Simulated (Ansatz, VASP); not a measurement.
# SnH2 in two plane-wave programs

Wanted: the spread between two codes on one cell, functional and k mesh. The cell is generated by rule, not measured, and may not be a known phase. The cell is taken from a series of runs on this material, whose earlier steps may have relaxed, scaled, displaced or heated it; both programs get it as it stands.

Main program and level: Ansatz 0.2.0; plane waves, with VASP 6.6.1 beside it; single point at PBEsol.

The structure was built from a prototype and need not be the compound's stable phase.

**1. Starting point**

It takes space group P1 (No. 1, triclinic). The conventional cell has a = 3.141 Å, b = 3.597 Å, c = 3.597 Å, α = 120.00°, β = 90.00°, γ = 90.00°. Sn has 5 H at 2.05 to 2.27 Å nearest. Nearest to H lie 2 Sn at 2.11 to 2.14 Å. H has 3 Sn at 2.05 to 2.27 Å nearest. Farther neighbours are not listed.

**2. Ansatz: single point, PBEsol, pair 1**

Ansatz runs on its default PAW (the set named soft_2) files.

With cell and atoms fixed, the geometry can't cause a difference; cores, projectors, grids and the points listed under the comparison can.

Input file input.yaml:

```yaml
crystal:
  lattice:
    - [3.5965558943, 0.0, 0.0]
    - [-1.7982779471, 3.1147087706, 0.0]
    - [0.0, 0.0, 3.1406510309]
  atoms:
    - { symbol: Sn, position: [-0.0004612552, -0.0007573536, 0.0] }
    - { symbol: H, position: [0.3604938513, 0.7112626192, 0.219013677] }
    - { symbol: H, position: [0.6938271846, 0.3779292859, 0.780986323] }
kpoints:
  mp_grid: { grid: [15, 15, 16] }
hamiltonian:
  xc: pbesol
scf:
  occupations: { method: methfessel_paxton, width: 0.2 }
output:
  forces: true
  stress: true
  eigenvalues: true
```

Run with:

```console
> ansatz run input.yaml --threads 4 --pin off --max-ram 7168MiB --backend cpu --events-out ev --progress --plain --runs-dir out
```

Numbers of over 12 decimals in the logs are rounded to 6 here.

Output:

```text
Engine: ansatz 0.2.0, aarch64-unknown-linux-gnu
Pseudopotentials: kind: paw
Pseudopotential: Sn, paw, valence charge 14, recommended cutoff 420 eV (normal), Sn.paw.azcp
Pseudopotential: H, paw, valence charge 1, recommended cutoff 420 eV (normal), H.paw.azcp
Functional definition: PBEsol
  exchange = pbesol_x
  correlation = pbesol_c
Crystal: 3 atoms, lattice volume = 35.182 Å³
Basis set: ecut = 420 eV, 659 PW (Γ), exchange–correlation on 50×50×48 points (8 copies of the dense FFT grid, shifted against one another)
Bands: 12, of which v1, the nominal top of the filled ones, is band 8 counted from 1 (7 counted from 0)
Symmetry: 1 space group operations
Space group: P1 (ITA 1), of the structure as read, at distance tolerance 3.3e-5 Å
k-points: 1801 of 3600 (time reversal used)
Non-local potential: Sn, projectors of the file, l = 0: 2, l = 1: 2, l = 2: 2, l = 3: 2
Non-local potential: H, projectors of the file, l = 0: 2, l = 1: 1
PAW form: soft (Blöchl's): semilocal exchange-correlation on the pseudo side does not see the compensation charge
PAW frozen core: Sn, regenerated for the run's functional, and the local potential with it (the file was generated under x = pbe(κ = 0.804, μ = 0.219515), c = pbe(β = 0.066725))
PAW one-centre angular grid: Sn, 590 points (default); XC on 64 Gauss nodes
PAW one-centre angular grid: H, 110 points (default); XC on 64 Gauss nodes
Initial density: superposition of atomic densities (neutral atoms: chi_scale 0, normalization atom), corrected by the library's trained network
Initial wavefunctions: pseudopotential atomic-orbital guess
Functional: x = pbesol(κ = 0.804, μ = 0.123457), c = pbesol(β = 0.046)
SCF iter   1: F=—  HF=-5979.810179 eV  |F-HF|=—  |Δ(HF+E_count)|=         —  Δρ=7.57e-3  dr2=1.69e-2  ethr=1.77e-3  ⟨swp⟩=4.9  Hψ=114262  notcnv=0
preconditioner: auto → none  [metal: Δε(μ)=0.007 eV  Ē_g=20.463 eV  σ=0.200 eV  W_gap=0.03  n_scr=8 (ndim 8)  ℏωp=25.0 eV  f_vac=0.000  D(μ)=0.43/eV (n_scr^D=0)  sad-step TF]
SCF iter   2: F=—  HF=-5979.804777 eV  |F-HF|=—  |Δ(HF+E_count)|=   5.40e-3  S|Δr|=    0.00e0  Δρ=3.93e-3  dr2=5.20e-3  ethr=1.06e-4  ⟨swp⟩=1.2  Hψ=36779  notcnv=0
SCF iter   3: F=—  HF=-5979.802843 eV  |F-HF|=—  |Δ(HF+E_count)|=   1.93e-3  S|Δr|=    0.00e0  Δρ=4.91e-4  dr2=3.98e-5  ethr=3.25e-5  ⟨swp⟩=2.8  Hψ=34086  notcnv=0
SCF iter   4: F=—  HF=-5979.802845 eV  |F-HF|=—  |Δ(HF+E_count)|=   1.34e-6  S|Δr|=    0.00e0  Δρ=2.83e-4  dr2=2.75e-5  ethr=2.49e-7  ⟨swp⟩=2.0  Hψ=36059  notcnv=0
SCF iter   5: F=—  HF=-5979.802828 eV  |F-HF|=—  |Δ(HF+E_count)|=   1.68e-5  S|Δr|=    0.00e0  Δρ=3.54e-5  dr2=3.78e-7  ethr=1.72e-7  ⟨swp⟩=2.0  Hψ=35629  notcnv=0
SCF iter   6: F=-5979.802828 eV  HF=-5979.802828 eV  |F-HF|=3.48e-8  |Δ(HF+E_count)|=   4.68e-8  S|Δr|=    0.00e0  Δρ=1.13e-5  dr2=2.96e-8  ethr=6.25e-10  ⟨swp⟩=6.6  Hψ=107536  notcnv=0
SCF 1 converged in 6 iterations: F = -5979.802828 eV  dr2 = 2.96e-8
  greatest PAW one-centre occupation: 0.992 electrons in one spin orbital (limit 2), on the Sn atom at site 0 (counted from 0), in its partial waves of l = 2
SCF converged after 6 iterations
Stability not checked: this state was not tested for a lower state beside it, because cold or Methfessel-Paxton smearing, or corrected tetrahedra, fill the levels in a way that the test cannot read (fill_not_monotonic; see scf.lower_state_search)
Free energy (F): -5979.802828 eV
Harris-Foulkes:  -5979.802828 eV  (|F-HF|=3.48e-8)
Internal energy: -5979.802486 eV  (E = F + TS)
E sigma→0 (E₀):  -5979.802743 eV
Entropy (-TS):   -0.000342 eV (-0.114 meV/atom)
Fermi energy:    8.302945 eV
Step filling:    the computed levels leave a gap of 0.0009 eV = 0.0 smearing widths at the electron count; against every level under it full and every level over it empty, smearing changes F+E_penalty+E_count by -0.241 meV and its σ→0 estimate by -0.156 meV
--- Per-component energies (eV) ---
  E_band       = -109.333058
  E_kinetic    = 212.525326
  E_local      = -959.322050  (includes V_loc(G=0)·N_el)
  E_nonlocal   = -28.011704
  E_hartree    = 569.735701
  E_xc         = -396.873202
  E_vxc        = -119.794409  (∫ρ·V_xc dr)
  E_paw        = -4065.041877  (= ΣΔE_a)
  E_vpaw       = -354.192146  (= ΣTr[D̂ρ^β])
  E_aug_tail   = -0.002147  (compensation charges beyond the density's cutoff)
  E_ewald      = -1313.097373
  E_core_change = 0.284840  (= ΣΔE_core)
  E_smearing   = -0.000342  (= −TS)
  E_closure    = 0.000000  (closes the sum)
  Σ components = -5979.802828   (vs F -5979.802828, Δ=0.00e0)
--- Forces (eV/Å), atoms counted from 1 ---
  atom   1  Sn    -0.00500474    -0.03697454     0.00569072
  atom   2  H     -0.00447623     0.04789985     0.00824070
  atom   3  H      0.00948040    -0.01093010    -0.01393142
  max |Σ_I F_I| component: 4.78e-6 eV/Å
--- Stress (GPa, compression-positive) ---
        0.487413       0.063087      -0.015491
        0.063087       1.042807       0.073852
       -0.015491       0.073852       0.016748
  P = ⅓ Tr σ = 0.5157 GPa (5.157 kbar)
--- Band table (eV; the first three rows and the last of 1801) ---
  k-point 0: bands = [... 4 lower, -12.9356, -3.2988, 7.5249, 11.5334, 12.1904, 12.5277, 14.6630, 16.1732]
  k-point 1: bands = [... 4 lower, -12.9390, -3.2429, 7.3917, 11.5643, 12.2520, 12.5682, 13.8652, 16.5753]
  k-point 2: bands = [... 4 lower, -12.9485, -3.0760, 6.9757, 11.6349, 12.4333, 12.6171, 13.0447, 16.7222]
  k-point 1800: bands = [... 4 lower, -12.9475, -0.2695, 2.0481, 6.9550, 10.4754, 14.0189, 17.2538, 18.5477]
```

The run ends at a pressure of 0.52 GPa, with forces up to 0.049 eV/Å.

**3. VASP: single point, PBEsol, pair 1**

The same cell, functional, mesh and smearing now go to VASP, with its own data sets.

Lines of VASP's logs that name or quote its potential files are left out, and so is its time.

Input file INCAR:

```
SYSTEM = SnH2
PREC = Accurate
ENCUT = 500
EDIFF = 1E-06
NELM = 120
ISMEAR = 1
SIGMA = 0.2
LREAL = .FALSE.
ALGO = Normal
GGA = PS
NBANDS = 14
LORBIT = 11
LWAVE = .FALSE.
LCHARG = .FALSE.
ISIF = 2
LASPH = .TRUE.
GGA_COMPAT = .FALSE.
KPAR = 2
```

Input file POSCAR:

```
SnH2
1.0
    3.5965558943      0.0000000000      0.0000000000
   -1.7982779471      3.1147087706      0.0000000000
    0.0000000000      0.0000000000      3.1406510309
Sn H
1 2
Direct
    0.9995387448      0.9992426464      0.0000000000
    0.3604938513      0.7112626192      0.2190136770
    0.6938271846      0.3779292859      0.7809863230
```

Input file KPOINTS:

```
Automatic mesh
0
Gamma
15 15 16
0 0 0
```

The projector-augmented-wave data sets are Sn_d and H (PBE family, release 64).

Run with:

```console
> mpirun -np 2 vasp_std
```

Output:

```text
[banner, memory and clock lines left out]
running    2 mpi-ranks, on    1 nodes
 distrk:  each k-point on    1 cores,    2 groups
 distr:  one band on    1 cores,    1 groups

 POSCAR found type information on POSCAR SnH
 POSCAR found :  2 types and       3 ions
|                                                                             |
|               ----> ADVICE to this user running VASP <----                  |
|                                                                             |
|     You enforced a specific xc type in the INCAR file but a different       |
|     [... a line on the potential file left out ...]
|     I HOPE YOU KNOW WHAT YOU ARE DOING!                                     |
|                                                                             |

 LDA part: xc-table for (Slater+PW92), standard interpolation
 POSCAR, INCAR and KPOINTS ok, starting setup
 FFT: planning ... GRIDC
 FFT: planning ... GRID_SOFT
 FFT: planning ... GRID
 WAVECAR not read
 entering main loop
       N       E                     dE             d eps       ncg     rms          rms(c)
DAV:   1     0.876293368423E+02    0.87629E+02   -0.77613E+03 51524   0.154E+03
DAV:   2    -0.316565880207E+01   -0.90795E+02   -0.86830E+02 54106   0.345E+02
DAV:   3    -0.975473058129E+01   -0.65891E+01   -0.65526E+01 62718   0.783E+01
DAV:   4    -0.989888357762E+01   -0.14415E+00   -0.14412E+00 59744   0.125E+01
DAV:   5    -0.990406749979E+01   -0.51839E-02   -0.51838E-02 70352   0.227E+00    0.340E+00
DAV:   6    -0.963137322289E+01    0.27269E+00   -0.16208E-01 72848   0.564E+00    0.166E+00
DAV:   7    -0.957548625237E+01    0.55887E-01   -0.12713E-01 72696   0.324E+00    0.312E-01
DAV:   8    -0.957585414435E+01   -0.36789E-03   -0.20173E-02 62704   0.177E+00    0.110E-01
DAV:   9    -0.957590419179E+01   -0.50047E-04   -0.47755E-04 76076   0.297E-01    0.480E-02
DAV:  10    -0.957592429310E+01   -0.20101E-04   -0.80054E-05 64696   0.116E-01    0.188E-02
DAV:  11    -0.957592662856E+01   -0.23355E-05   -0.44133E-06 63170   0.244E-02    0.581E-03
DAV:  12    -0.957592611013E+01    0.51844E-06   -0.62929E-07 40552   0.717E-03
   1 F= -.95759261E+01 E0= -.95758122E+01  d E =-.341759E-03
```

OUTCAR, selected parts (step 3):

```text
ion  position               nearest neighbor table
   1  1.000  0.999  0.000-   3 2.05   2 2.11   2 2.14   3 2.24   3 2.27   2 2.32
   2  0.360  0.711  0.219-   1 2.11   1 2.14   1 2.32
   3  0.694  0.378  0.781-   1 2.05   1 2.24   1 2.27

  LATTYP: Found a hexagonal cell.
 ALAT       =     3.5965558943
 C/A-ratio  =     0.8732384879

 Subroutine GETGRP returns: Found  1 space group operations
 (whereof  1 operations were pure point group operations)

The static configuration has the point symmetry C_1 .

 Found   1801 irreducible k-points:

   k-points           NKPTS =   1801   k-points in BZ     NKDIM =   1801   number of bands    NBANDS=     14

   dimension x,y,z NGX =    28 NGY =   28 NGZ =   24
   dimension x,y,z NGXF=    56 NGYF=   56 NGZF=   48

   ENCUT  =  500.0 eV  36.75 Ry    6.06 a.u.   6.56  6.56  5.73*2*pi/ulx,y,z

   NELECT =      16.0000    total number of electrons

 k-points in reciprocal lattice and weights: Automatic mesh
   0.00000000  0.00000000  0.00000000       0.000
   0.06666667  0.00000000  0.00000000       0.001
   0.00000000  0.06666667  0.00000000       0.001
  -0.06666667  0.06666667  0.00000000       0.001
   0.13333333  0.00000000  0.00000000       0.001
   0.00000000  0.13333333  0.00000000       0.001
  -0.13333333  0.13333333  0.00000000       0.001
   0.20000000  0.00000000  0.00000000       0.001
   0.00000000  0.20000000  0.00000000       0.001
[...]
-0.40000000 -0.26666667  0.50000000       0.001
   0.33333333  0.33333333  0.50000000       0.001

 average (electrostatic) potential at core
       1-100.6788       2 -29.9192       3 -29.9251

 E-fermi :   6.0255

 k-point     1 :       0.0000    0.0000    0.0000
  band No.  band energies     occupation
    ...
      3     -15.2937      2.00000
      4     -15.1887      2.00000
      5     -15.1864      2.00000
      6      -5.5768      2.00000
      7       5.2471      2.00000
      8       9.2568     -0.00000
      9       9.9110     -0.00000
     10      10.2485      0.00000
     11      12.3846      0.00000
     12      13.9010      0.00000
    ...

 k-point     2 :       0.0667    0.0000    0.0000
  band No.  band energies     occupation
    ...
      3     -15.2915      2.00000
      4     -15.1899      2.00000
      5     -15.1870      2.00000
      6      -5.5069      2.00000
      7       5.1945      2.00000
      8       8.2009     -0.00000
      9       9.6582     -0.00000
     10      11.1174      0.00000
     11      12.2393      0.00000
     12      13.9570      0.00000
    ...

 k-point     3 :       0.0000    0.0667    0.0000
  band No.  band energies     occupation
    ...
      3     -15.2900      2.00000
      4     -15.1890      2.00000
      5     -15.1878      2.00000
      6      -5.5071      2.00000
      7       5.1986      2.00000
      8       8.1898     -0.00000
      9       9.6946     -0.00000
     10      11.0647      0.00000
     11      12.2400      0.00000
     12      13.9570      0.00000
    ...

  Total        0.0708473      0.1951298     -0.0304749      0.0142172      0.0166812     -0.0035619
  in kB        3.2263395      8.8860781     -1.3878054      0.6474436      0.7596491     -0.1622080
  external PRESSURE =       3.5748707 kB  Pullay stress =       0.0000000 kB

  energy-cutoff  :      500.00
  volume of cell :       35.18
      direct lattice vectors                 reciprocal lattice vectors
     3.596555894  0.000000000  0.000000000     0.278043781  0.160528652  0.000000000
    -1.798277947  3.114708771  0.000000000     0.000000000  0.321057304  0.000000000
     0.000000000  0.000000000  3.140651031     0.000000000  0.000000000  0.318405321

 POSITION                                       TOTAL-FORCE (eV/Angst)
 -----------------------------------------------------------------------------------
      1.79798      3.11235      0.00000        -0.004990     -0.036977      0.005786
      0.01749      2.21538      0.68785        -0.004671      0.048455      0.009133
      1.81577      1.17714      2.45281         0.009661     -0.011478     -0.014920
 -----------------------------------------------------------------------------------
    total drift:                               -0.000023     -0.000161      0.000009

  FREE ENERGIE OF THE ION-ELECTRON SYSTEM (eV)
  ---------------------------------------------------
  free  energy   TOTEN  =        -9.5759261101 eV

  energy  without entropy=       -9.5755843513  energy(sigma->0) =       -9.57581219

 total charge
# of ion       s       p       d       tot
------------------------------------------
    1        1.270   0.885  10.030  12.186
    2        0.479   0.009   0.000   0.489
    3        0.480   0.009   0.000   0.489
--------------------------------------------------
tot          2.229   0.904  10.030  13.164

[... 3 further parts left out ...]
```

The run ends at a pressure of 0.36 GPa, with forces up to 0.050 eV/Å.

**4. Comparison**

Known differences besides the potentials themselves: the cutoff is 420 eV in Ansatz and 500 eV in VASP; Ansatz makes its cores anew for this functional, VASP keeps those of its PBE data sets. Total energies have different zeros and are not compared.

Both answers:

```csv
quantity,Ansatz,VASP,difference
pressure (GPa),0.52,0.36,+0.16
```

Forces (eV/Å; atoms numbered as in POSCAR):

```csv
atom,"Ansatz x, y, z","VASP x, y, z"
Sn1,"-0.005, -0.037, 0.006","-0.005, -0.037, 0.006"
H2,"-0.004, 0.048, 0.008","-0.005, 0.048, 0.009"
H3,"0.009, -0.011, -0.014","0.010, -0.011, -0.015"
```

The forces differ by 0.5 meV/Å r.m.s., which is 2.4 % of the r.m.s. force of 0.022 eV/Å (both taken over all components).

**5. Ansatz: single point, PBEsol, pair 2**

A single point gives forces, pressure and levels at one fixed geometry, so differences don't come from the geometry; what else differs is listed under the comparison.

The cell is taken from a series of runs on this material, whose earlier steps may have relaxed, scaled, displaced or heated it; both programs get it as it stands.

input.yaml, the sections that differ from step 2:

```yaml
crystal:
  lattice:
    - [3.5965558943, 0.0, 0.0]
    - [-1.7982779471, 3.1147087706, 0.0]
    - [0.0, 0.0, 3.1406510309]
  atoms:
    - { symbol: Sn, position: [-0.0010542976, -0.0017310938, 0.0] }
    - { symbol: H, position: [0.3954145172, 0.7686002724, 0.219013677] }
    - { symbol: H, position: [0.7287478505, 0.4352669391, 0.780986323] }
# kpoints, hamiltonian, scf, output: as in step 2
```

Run with:

```console
> ansatz run input.yaml --threads 4 --pin off --max-ram 7168MiB --backend cpu --events-out ev --progress --plain --runs-dir out
```

Output:

```text
[...]
Crystal: 3 atoms, lattice volume = 35.182 Å³
Basis set: ecut = 420 eV, 659 PW (Γ), exchange–correlation on 50×50×48 points (8 copies of the dense FFT grid, shifted against one another)
Bands: 12, of which v1, the nominal top of the filled ones, is band 8 counted from 1 (7 counted from 0)
Symmetry: 1 space group operations
[...]
k-points: 1801 of 3600 (time reversal used)
[...]
--- Band table (eV; the first three rows and the last of 1801) ---
  k-point 0: bands = [... 4 lower, -12.9113, -3.3676, 7.3933, 11.0821, 12.1292, 13.1358, 14.6897, 16.1781]
  k-point 1: bands = [... 4 lower, -12.9147, -3.3119, 7.2628, 11.1186, 12.1894, 13.1336, 13.9291, 16.6723]
  k-point 2: bands = [... 4 lower, -12.9243, -3.1451, 6.8553, 11.2182, 12.3590, 12.7675, 13.4978, 16.8192]
  k-point 1800: bands = [... 4 lower, -12.9217, -0.4107, 2.0285, 6.7879, 10.8331, 14.0008, 17.1516, 18.7242]
[key lines of the parts left out:]
SCF converged after 6 iterations
Free energy (F): -5979.789507 eV
Fermi energy:    8.358610 eV
P = ⅓ Tr σ = 2.8514 GPa (28.514 kbar)
```

The run ends at a pressure of 2.85 GPa, with forces up to 0.37 eV/Å.

**6. VASP: single point, PBEsol, pair 2**

The same cell, functional, mesh and smearing now go to VASP, with its own data sets.

INCAR is that of step 3.

Input file POSCAR:

```
SnH2
1.0
    3.5965558943      0.0000000000      0.0000000000
   -1.7982779471      3.1147087706      0.0000000000
    0.0000000000      0.0000000000      3.1406510309
Sn H
1 2
Direct
    0.9989457024      0.9982689062      0.0000000000
    0.3954145172      0.7686002724      0.2190136770
    0.7287478505      0.4352669391      0.7809863230
```

KPOINTS is that of step 3.

Run with:

```console
> mpirun -np 2 vasp_std
```

Output:

```text
[banner, memory and clock lines left out]
running    2 mpi-ranks, on    1 nodes
[...]
[... a notice as in an earlier step ...]

 LDA part: xc-table for (Slater+PW92), standard interpolation
 POSCAR, INCAR and KPOINTS ok, starting setup
[...]
entering main loop
       N       E                     dE             d eps       ncg     rms          rms(c)
DAV:   1     0.880344442326E+02    0.88034E+02   -0.77676E+03 51556   0.154E+03
DAV:   2    -0.310942457009E+01   -0.91144E+02   -0.87148E+02 54154   0.346E+02
DAV:   3    -0.975243567700E+01   -0.66430E+01   -0.66072E+01 62832   0.788E+01
DAV:   4    -0.989859136001E+01   -0.14616E+00   -0.14613E+00 59808   0.126E+01
[...]
DAV:  10    -0.956266669219E+01   -0.20338E-04   -0.10604E-04 65956   0.140E-01    0.198E-02
DAV:  11    -0.956266957757E+01   -0.28854E-05   -0.54518E-06 62440   0.283E-02    0.775E-03
DAV:  12    -0.956266949598E+01    0.81586E-07   -0.93574E-07 44276   0.840E-03
   1 F= -.95626695E+01 E0= -.95626327E+01  d E =-.110341E-03
```

From OUTCAR (step 6):

```text
  Total        0.4982284      1.2187995      0.0624874      0.0504983      0.1579815     -0.0278891
  in kB       22.6889877     55.5033118      2.8456349      2.2996570      7.1943728     -1.2700498
  external PRESSURE =      27.0126448 kB  Pullay stress =       0.0000000 kB

 POSITION                                       TOTAL-FORCE (eV/Angst)
 -----------------------------------------------------------------------------------
      1.79760      3.10932      0.00000         0.022736      0.273345      0.088481
      0.03997      2.39397      0.68785        -0.053123      0.073900      0.042076
      1.83825      1.35573      2.45281         0.030387     -0.347244     -0.130557
 -----------------------------------------------------------------------------------
    total drift:                               -0.000041     -0.000281      0.000076

  FREE ENERGIE OF THE ION-ELECTRON SYSTEM (eV)
  ---------------------------------------------------
  free  energy   TOTEN  =        -9.5626694960 eV

  energy  without entropy=       -9.5625591549  energy(sigma->0) =       -9.56263272

[... 2 parts as in an earlier step ...]

[... 1 further part left out ...]
[key lines of the parts left out:]
E-fermi :   6.0847
```

The run ends at a pressure of 2.70 GPa, with forces up to 0.37 eV/Å.

[end of part 1 of 2]

[Lines on the potential files, build, host, timing and source positions are cut from VASP's logs without a mark.]

[Logs are printed without paths, hosts, clocks, repeated set-up lines and the standing remarks that a program may print on its own settings, such as how far it seeks lower states.]

[Hosts, paths, dates, database ids (printed as entryN), source tags and the programs' standing remarks are cut or masked in the printed files.]
